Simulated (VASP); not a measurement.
Crystal: PtSe2.

```xyz
3
Lattice="3.7240 0.0000 0.0000 -1.8620 3.2251 0.0000 0.0000 0.0000 5.0620" Properties=species:S:1:pos:R:3 pbc="T T T"
Pt    0.0000    0.0000    0.0000
Se    0.0000    2.1501    1.2655
Se    1.8620    1.0750    3.7965
```

| Item | Value |
| --- | --- |
| Program | VASP 6.6.1 |
| Task | relaxation of cell and atoms |
| Functional | PBE |
| Dispersion | D3(BJ) |
| Potentials or basis | VASP PAW PBE potentials, release 64 (Pt, Se) |
| Cutoff | 520 eV |
| k mesh | 9 × 9 × 6 |
| Occupations | gaussian, width 0.02 eV |
| Spin | no spin polarisation |

At the start: pressure 3.5 GPa; volume 20.27 Å³/atom.

Question: Where does the relaxation end?

Answer: Over 15 steps the energy falls by 16.5 meV/atom and the volume is 19.79 Å³/atom (-2.3 %); space group P-3m1 (No. 164, to 0.05 Å).

Step by step:
```csv
step,energy change (eV),largest force (eV/Å),pressure (GPa),volume (Å³)
1,0.0000,0.6172,3.46,60.80
2,0.0310,0.3921,-5.83,64.72
3,-0.0238,0.1843,-0.59,62.30
4,-0.0238,0.1923,-0.53,62.27
5,-0.0292,0.1619,-0.44,61.89
6,-0.0412,0.0653,-0.12,60.74
7,-0.0414,0.1612,0.96,58.46
8,-0.0459,0.0178,0.34,59.70
9,-0.0470,0.1365,-1.25,59.92
10,-0.0480,0.0904,-0.61,59.83
11,-0.0496,0.0163,0.06,59.28
12,-0.0496,0.0015,-0.05,59.38
13,-0.0496,0.0032,-0.06,59.39
14,-0.0496,0.0038,0.05,59.35
15,-0.0496,0.0009,0.00,59.37
```

Final structure:
```
Pt Se
1.0
     3.76934    0.00000    0.00000
    -1.88467    3.26435    0.00000
     0.00000    0.00000    4.82497
Pt Se
1 2
Direct
  0.00000 0.00000 0.00000
  0.33333 0.66667 0.26577
  0.66667 0.33333 0.73423
```

Caveat: pairwise dispersion overbinds metals, which lowers pressure and volume.
